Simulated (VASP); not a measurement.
CuI (space group Cmcm): the band gap from VASP (plane waves, PAW) at several levels of theory. Gaps are without spin-orbit coupling. Each level names its cell: its own relaxed one, PBE's, or the starting one. A gap is the smallest over the k-mesh and a band path; hybrids may have named points in place of the path, and GW has the mesh alone. Without a dispersion term in the relaxation, distances and binding between the weakly bound layers, chains or molecules are unreliable, and so is what depends on them.

```csv
level,band gap (eV)
r2SCAN (own cell),1.38
HSE06 (PBE cell) [volume +11 % from the start],2.31
```

The cell of the r2SCAN (own cell) run:

```xyz
4
Lattice="3.7385 -3.6900 0.0000 3.7385 3.6900 0.0000 0.0000 0.0000 4.3046" Properties=species:S:1:pos:R:3 pbc="T T T"
Cu     3.7385     0.6050     3.2284
Cu     3.7385    -0.6050     1.0761
I      3.7385    -2.0029     3.2284
I      3.7385     2.0029     1.0761
```

Only levels that ran to the end are used. Left out are those held back, those with too coarse a band path, GW runs whose mesh misses a band edge, hybrids' fits of cells that aren't cubic and levels without matching references; a question may draw on a part of the rest.

The structure comes from a computed database's CuI entry (Cmcm); how it stands against other phases isn't given here.
